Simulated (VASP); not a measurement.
Method: SCAN meta-GGA, VASP's PBE PAW potentials (set 64) (plane waves; VASP).

The input files of a VASP run:

File KPOINTS:
```
Automatic mesh
0
Gamma
16 16 16
0 0 0
```

**POSCAR**
```
Cu
1
   -0.0000000000     1.7795251635     1.7795251635
    1.7795251635     0.0000000000     1.7795251635
    1.7795251635     1.7795251635    -0.0000000000
Cu
1
Direct
  0.0000000000   1.0000000000   1.0000000000
```

INCAR:
```
# general
SYSTEM =Cu
PREC   =Accurate
ENCUT  =520   # plane-wave cut-off (eV)
LREAL  =.False.   # projection in real space or not
LASPH  =.True.   # aspherical one-centre terms

# electronic loop
EDIFF  =1E-6   # SCF stop (eV)
NELM   =100   # most electronic steps
ALGO   =Normal   # blocked Davidson
LMAXMIX=4   # l cut-off of mixed one-centre charges
LMIXTAU=.True.

# smearing
ISMEAR =1
SIGMA  =0.1

# functional
METAGGA=SCAN

# ions
IBRION =2
NSW    =60
ISIF   =3
EDIFFG =-0.01   # ionic stop

# output
LWAVE  =.False.
LCHARG =.False.
```

POTCAR, in this order: Cu (PBE.64 set). Program: vasp_std.

What VASP printed:

**OUTCAR**
```
 ion  position               nearest neighbor table
   1  0.000  0.000  0.000-
  LATTYP: Found a face centered cubic cell.
 ALAT       =     3.5590503270
 Subroutine PRICEL returns:
 Original cell was already a primitive cell.
 Subroutine GETGRP returns: Found 48 space group operations
The static configuration has the point symmetry O_h .
The dynamic configuration has the point symmetry O_h .
 Subroutine INISYM returns: Found 48 space group operations
 Subroutine IBZKPT returns following result:
 Found    145 irreducible k-points:

 Following reciprocal coordinates:
            Coordinates               Weight
  0.000000  0.000000  0.000000      1.000000
  0.062500  0.000000  0.000000      8.000000
  0.125000  0.000000  0.000000      8.000000
  0.187500  0.000000  0.000000      8.000000
  0.250000  0.000000  0.000000      8.000000
  0.312500  0.000000  0.000000      8.000000
  0.375000  0.000000  0.000000      8.000000
  0.437500  0.000000  0.000000      8.000000
  0.500000  0.000000  0.000000      4.000000
  0.062500  0.062500  0.000000      6.000000
  0.125000  0.062500  0.000000     24.000000
  0.187500  0.062500  0.000000     24.000000
  0.250000  0.062500  0.000000     24.000000
  0.312500  0.062500  0.000000     24.000000
  0.375000  0.062500  0.000000     24.000000
  0.437500  0.062500  0.000000     24.000000
  0.500000  0.062500  0.000000     24.000000
 -0.437500  0.062500  0.000000     24.000000
 -0.375000  0.062500  0.000000     24.000000
 -0.312500  0.062500  0.000000     24.000000
 -0.250000  0.062500  0.000000     24.000000
 -0.187500  0.062500  0.000000     24.000000
 -0.125000  0.062500  0.000000     24.000000
 -0.062500  0.062500  0.000000     12.000000
  0.125000  0.125000  0.000000      6.000000
  0.187500  0.125000  0.000000     24.000000
  0.250000  0.125000  0.000000     24.000000
  0.312500  0.125000  0.000000     24.000000
  0.375000  0.125000  0.000000     24.000000
  0.437500  0.125000  0.000000     24.000000
  0.500000  0.125000  0.000000     24.000000
 -0.437500  0.125000  0.000000     24.000000
 -0.375000  0.125000  0.000000     24.000000
 -0.312500  0.125000  0.000000     24.000000
 -0.250000  0.125000  0.000000     24.000000
 -0.187500  0.125000  0.000000     24.000000
 -0.125000  0.125000  0.000000     12.000000
  0.187500  0.187500  0.000000      6.000000
  0.250000  0.187500  0.000000     24.000000
  0.312500  0.187500  0.000000     24.000000
   k-points           NKPTS =    145   k-points in BZ     NKDIM =    145   number of bands    NBANDS=      9
   number of dos      NEDOS =    301   number of ions     NIONS =      1
   total plane-waves  NPLWV =   8000
   dimension x,y,z NGX =    20 NGY =   20 NGZ =   20
   dimension x,y,z NGXF=    40 NGYF=   40 NGZF=   40
   ions per type =               1
   PREC   = accura    normal or accurate (medium, high low for compatibility)
   ISTART =      0    job   : 0-new  1-cont  2-samecut
   ICHARG =      2    charge: 1-file 2-atom 10-const
   ISPIN  =      1    spin polarized calculation?
   LNONCOLLINEAR =      F non collinear calculations
   LSORBIT =      F    spin-orbit coupling
   INIWAV =      1    electr: 0-lowe 1-rand  2-diag
   ENCUT  =  520.0 eV  38.22 Ry    6.18 a.u.   4.68  4.68  4.68*2*pi/ulx,y,z
   NELM   =    100;   NELMIN=  2; NELMDL= -5     # of ELM steps
   EDIFF  = 0.1E-05   stopping-criterion for ELM
   LREAL  =      F    real-space projection
   NLSPLINE    = F    spline interpolate recip. space projectors
   LMAXMIX     =    4 max onsite mixed and CHGCAR
   VOSKOWN=      0    Vosko Wilk Nusair interpolation
...
```

File OSZICAR:
```
       N       E                     dE             d eps       ncg     rms          rms(c)
DAV:   1     0.226619525024E+02    0.22662E+02   -0.58167E+03  2723   0.209E+03
DAV:   2    -0.172917675680E+02   -0.39954E+02   -0.38139E+02  2631   0.200E+02
DAV:   3    -0.177400196012E+02   -0.44825E+00   -0.44714E+00  3137   0.312E+01
DAV:   4    -0.177434934734E+02   -0.34739E-02   -0.34736E-02  3262   0.247E+00
DAV:   5    -0.177435337514E+02   -0.40278E-04   -0.40278E-04  3106   0.202E-01    0.811E+00
DAV:   6    -0.157179022712E+02    0.20256E+01   -0.28746E+01  2767   0.131E+02    0.568E+00
DAV:   7    -0.151588844696E+02    0.55902E+00   -0.59257E+00  2794   0.556E+01    0.575E-01
DAV:   8    -0.151400200788E+02    0.18864E-01   -0.10883E-01  2991   0.723E+00    0.902E-01
DAV:   9    -0.151337958893E+02    0.62242E-02   -0.11872E-01  3383   0.789E+00    0.344E-02
DAV:  10    -0.151348791738E+02   -0.10833E-02   -0.67363E-03  2752   0.114E+00    0.150E-01
DAV:  11    -0.151360727581E+02   -0.11936E-02   -0.27359E-03  3659   0.984E-01    0.128E-02
DAV:  12    -0.151365468868E+02   -0.47413E-03   -0.38086E-04  2797   0.361E-01    0.568E-02
DAV:  13    -0.151362175410E+02    0.32935E-03   -0.28889E-04  3536   0.375E-01    0.699E-03
DAV:  14    -0.151362032596E+02    0.14281E-04   -0.17004E-05  2719   0.738E-02    0.229E-03
DAV:  15    -0.151361935726E+02    0.96870E-05   -0.13423E-06  1673   0.282E-02    0.417E-04
DAV:  16    -0.151361929040E+02    0.66861E-06   -0.48603E-07  1372   0.101E-02
   1 F= -.15136193E+02 E0= -.15136209E+02  d E =-.151362E+02
       N       E                     dE             d eps       ncg     rms          rms(c)
DAV:   1    -0.151367138932E+02   -0.52032E-03   -0.10642E-02  2755   0.270E+00    0.190E-01
DAV:   2    -0.151359484007E+02    0.76549E-03   -0.85421E-03  2784   0.206E+00    0.750E-02
DAV:   3    -0.151360149483E+02   -0.66548E-04   -0.16595E-03  2795   0.879E-01    0.327E-02
DAV:   4    -0.151360155574E+02   -0.60910E-06   -0.16319E-04  2940   0.201E-01    0.119E-02
DAV:   5    -0.151360416379E+02   -0.26080E-04   -0.28609E-05  2811   0.101E-01    0.802E-04
DAV:   6    -0.151360407017E+02    0.93622E-06   -0.77668E-08  1512   0.465E-03
   2 F= -.15136041E+02 E0= -.15136058E+02  d E =0.152202E-03
       N       E                     dE             d eps       ncg     rms          rms(c)
DAV:   1    -0.151362622569E+02   -0.22062E-03   -0.42089E-03  2747   0.170E+00    0.119E-01
DAV:   2    -0.151363298913E+02   -0.67634E-04   -0.33577E-03  2788   0.129E+00    0.470E-02
DAV:   3    -0.151361642465E+02    0.16564E-03   -0.65594E-04  2710   0.551E-01    0.207E-02
DAV:   4    -0.151361493967E+02    0.14850E-04   -0.64449E-05  2911   0.127E-01    0.740E-03
DAV:   5    -0.151361357551E+02    0.13642E-04   -0.11244E-05  2736   0.636E-02    0.469E-04
DAV:   6    -0.151361363403E+02   -0.58514E-06   -0.30868E-08  1370   0.304E-03
   3 F= -.15136136E+02 E0= -.15136153E+02  d E =0.565637E-04
```

File OUTCAR:
```
------------------------ aborting loop because EDIFF is reached ----------------------------------------
  FORCE on cell =-STRESS in cart. coord.  units (eV):
  Direction    XX          YY          ZZ          XY          YZ          ZX
  --------------------------------------------------------------------------------------
  Total        0.0028572      0.0028572      0.0028572     -0.0000000      0.0000000     -0.0000000
  in kB        0.4064013      0.4064013      0.4064013     -0.0000000      0.0000000     -0.0000000
  external PRESSURE =       0.4064013 kB  Pullay stress =       0.0000000 kB
  volume of cell :       11.26
      direct lattice vectors                 reciprocal lattice vectors
     0.000000000  1.779193415  1.779193415    -0.281026220  0.281026220  0.281026220
     1.779193415  0.000000000  1.779193415     0.281026220 -0.281026220  0.281026220
     1.779193415  1.779193415  0.000000000     0.281026220  0.281026220 -0.281026220
 POSITION                                       TOTAL-FORCE (eV/Angst)
 -----------------------------------------------------------------------------------
      0.00000      0.00000      0.00000        -0.000000      0.000000     -0.000000
 -----------------------------------------------------------------------------------
    total drift:                               -0.000000     -0.000000     -0.000000
  FREE ENERGIE OF THE ION-ELECTRON SYSTEM (eV)
  ---------------------------------------------------
  free  energy   TOTEN  =       -15.1361363403 eV

  energy  without entropy=      -15.1361858333  energy(sigma->0) =      -15.13615284

 reached required accuracy - stopping structural energy minimisation
```
(Selected blocks of OUTCAR.)

### CONTCAR
```
Cu
   1.00000000000000
     0.0000000000000000    1.7791934154825118    1.7791934154825118
     1.7791934154825118    0.0000000000000000    1.7791934154825118
     1.7791934154825118    1.7791934154825118    0.0000000000000000
  Cu
     1
Direct
     0.0000000000000000    0.0000000000000000    0.0000000000000000
```

File OUTCAR:
```
 val. band max:        7.8252570707   @ k =   0.5000   0.1875   0.0625

 cond. band min:       7.9058451357   @ k =   0.5000   0.3125   0.1250


 Fermi energy:         7.8335630600

 k-point     1 :       0.0000    0.0000    0.0000
  band No.  band energies     occupation
      1      -2.2320      2.00000
      2       4.6289      2.00000
      3       4.6289      2.00000
      4       4.6290      2.00000
      5       5.4985      2.00000
      6       5.4985      2.00000
      7      31.6111      0.00000
      8      35.0252      0.00000
      9      35.0253      0.00000

 k-point     2 :       0.0625    0.0000    0.0000
  band No.  band energies     occupation
      1      -2.0788      2.00000
      2       4.5943      2.00000
      3       4.6582      2.00000
      4       4.6583      2.00000
      5       5.4867      2.00000
      6       5.4867      2.00000
      7      30.8415      0.00000
      8      33.2634      0.00000
      9      34.5405      0.00000

 k-point     3 :       0.1250    0.0000    0.0000
  band No.  band energies     occupation
      1      -1.6258      2.00000
      2       4.5028      2.00000
      3       4.7301      2.00000
      4       4.7303      2.00000
      5       5.4667      2.00000
      6       5.4668      2.00000
      7      27.9636      0.00000
      8      32.5026      0.00000
      9      33.7297      0.00000

 k-point     4 :       0.1875    0.0000    0.0000
  band No.  band energies     occupation
      1      -0.8972      2.00000
      2       4.3915      2.00000
      3       4.7933      2.00000
      4       4.7935      2.00000
      5       5.4864      2.00000
      6       5.4865      2.00000
      7      24.5623      0.00000
      8      32.1387      0.00000
      9      33.0095      0.00000

 k-point     5 :       0.2500    0.0000    0.0000
  band No.  band energies     occupation
      1       0.0491      2.00000
      2       4.3304      2.00000
      3       4.7892      2.00000
...
```

The compound is Cu in the fcc structure. This run relaxes it. Symmetry was kept, so distortions that lower it aren't found. The start is the result of an earlier pass.
